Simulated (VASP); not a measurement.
Data:

```yaml
crystal:
  lattice:
    - [0.00000, 3.18015, 3.18015]
    - [3.18015, 0.00000, 3.18015]
    - [3.18015, 3.18015, 0.00000]
  atoms:
    - { symbol: Mg, position: [0.25000, 0.25000, 0.25000] }
    - { symbol: Mg, position: [0.75000, 0.75000, 0.75000] }
    - { symbol: Si, position: [0.00000, 0.00000, 0.00000] }
```

All values below come from PBE GGA, VASP's PBE PAW potentials (set 64) (plane waves; VASP 6.6.1). Run with 480 eV cut-off, 8×8×8 Γ-centred mesh, Gaussian smearing of 0.050 eV, potentials Mg Si.

What does the run give for the energy per atom (σ→0), band gap (on the k-mesh) with the smallest direct gap where there is one?

| Quantity | Result |
|---|---|
| band gap (on the k-mesh) | 0.21 eV |
| smallest direct gap (on the k-mesh) | 1.85 eV |
| energy per atom (σ→0) | -2.971 eV/atom |

Total energies compare only between runs with the same potentials, cut-off and functional.

The compound is Mg2Si in the antifluorite structure. It was relaxed first.
